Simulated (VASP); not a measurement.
Data:

```
CELL_PARAMETERS angstrom
      2.00064    -3.46521     0.00000
      2.00064     3.46521     0.00000
      0.00000     0.00000     6.31804
ATOMIC_POSITIONS crystal
  Sn 0.00000 0.00000 0.00000
  Se 0.33333 0.66667 0.25502
  Se 0.66667 0.33333 0.74498
```

Computed with vdW-DF2, VASP's PBE PAW potentials (set 64) (plane waves; VASP 6.6.1). Settings: 520 eV cut-off, 6×6×4 Γ-centred mesh, Gaussian smearing of 0.050 eV, potentials Sn_d Se.

Q: The ions and cell shape at fixed volume are relaxed. Predict the relaxed structure.

A: 
```
CELL_PARAMETERS angstrom
      2.02355    -3.50490     0.00000
      2.02355     3.50490     0.00000
      0.00000     0.00000     6.17577
ATOMIC_POSITIONS crystal
  Sn 0.00000 0.00000 0.00000
  Se 0.33333 0.66667 0.26302
  Se 0.66667 0.33333 0.73698
```
Space group P-3m1 (164), at a tolerance of 0.03 Å.

Q: How much energy does the relaxation gain?

A: The energy (σ→0) changes by -3.2 meV/atom, in 9 ionic steps.

| step | E(σ→0) (eV) | max force (eV/Å) | pressure (GPa) | volume (Å³) |
|---|---|---|---|---|
| 1 | -4.4111 | 0.208 | 1.45 | 87.60 |
| 2 | -4.4146 | 0.133 | 1.23 | 87.60 |
| 3 | -4.4172 | 0.034 | 0.74 | 87.60 |
| 4 | -4.4195 | 0.032 | 0.60 | 87.60 |
| 5 | -4.4203 | 0.028 | 0.47 | 87.60 |
| 6 | -4.4189 | 0.026 | 0.20 | 87.60 |
| 7 | -4.4205 | 0.026 | 0.43 | 87.60 |
| 8 | -4.4205 | 0.025 | 0.41 | 87.60 |
| 9 | -4.4206 | 0.001 | 0.47 | 87.60 |

The compound is SnSe2 in the 1T layered structure. This cell is one point of a volume scan, at 0.97 of the reference volume. Symmetry was kept, so distortions that lower it aren't found.
